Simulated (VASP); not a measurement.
An input for Quantum ESPRESSO's pw.x (written as the equivalent of a VASP run, and not itself run):

```
&CONTROL
  calculation = 'vc-relax'
  pseudo_dir = './pseudo'
  outdir = './out'
  tprnfor = .true.
  tstress = .true.
  nstep = 30
  forc_conv_thr = 0.00039
/
&SYSTEM
  ibrav = 0
  nat = 4
  ntyp = 2
  ecutwfc = 98
  occupations = 'smearing'
  smearing = 'methfessel-paxton'
  degauss = 0.00735
  input_dft = 'vdw-df2'
/
&ELECTRONS
  conv_thr = 7.3e-09
  electron_maxstep = 100
/
&IONS
/
&CELL
  cell_dofree = 'shape'
/
ATOMIC_SPECIES
  Ni 58.693 Ni.upf
  Sb 121.760 Sb.upf
CELL_PARAMETERS angstrom
     2.0339758   -3.5229496    0.0000000
     2.0339758    3.5229496    0.0000000
     0.0000000    0.0000000    5.3558984
ATOMIC_POSITIONS crystal
  Ni   0.0000000  0.0000000  0.5000000
  Ni   0.0000000  0.0000000  0.0000000
  Sb   0.3333330  0.6666670  0.2500000
  Sb   0.6666670  0.3333330  0.7500000
K_POINTS automatic
  9 9 6 0 0 0
```

Question: Write the VASP files for the same calculation (vdW-DF2).

Answer: One answer among several that fit: 
KPOINTS:
```
Automatic mesh
0
Gamma
9 9 6
0 0 0
```

File POSCAR:
```
NiSb
1
    2.0339757786    -3.5229495731     0.0000000000
    2.0339757786     3.5229495731     0.0000000000
    0.0000000000     0.0000000000     5.3558983757
Ni Sb
2 2
Direct
  0.0000000000   0.0000000000   0.5000000000
  0.0000000000   0.0000000000   0.0000000000
  0.3333330000   0.6666670000   0.2500000000
  0.6666670000   0.3333330000   0.7500000000
```

### INCAR
```
SYSTEM = NiSb
PREC = Accurate; ENCUT = 520; LREAL = .FALSE.
LASPH = .TRUE.
EDIFF = 1E-7; NELM = 100; ALGO = Normal
LMAXMIX = 4
ISMEAR = 1; SIGMA = 0.1
GGA = ML; LUSE_VDW = .TRUE.; AGGAC = 0.0
ZAB_VDW = -1.8867
IBRION = 2; NSW = 30; ISIF = 4
EDIFFG = -0.01
LWAVE = .FALSE.; LCHARG = .FALSE.
```

POTCAR, in this order: Ni Sb (PBE.64 set). Program: vasp_std.

What does not carry over: the potentials are each code's own (VASP's PAW set, PseudoDojo norm-conserving files in pw.x), so ENCUT and ecutwfc are chosen apart and not converted; conv_thr bounds pw.x's estimated SCF error, while EDIFF bounds the energy change between steps; forc_conv_thr acts on force components and is met together with etot_conv_thr.

The compound is NiSb in the NiAs type structure. This cell is one point of a volume scan, at 0.97 of the reference volume. Symmetry was kept, so distortions that lower it aren't found.
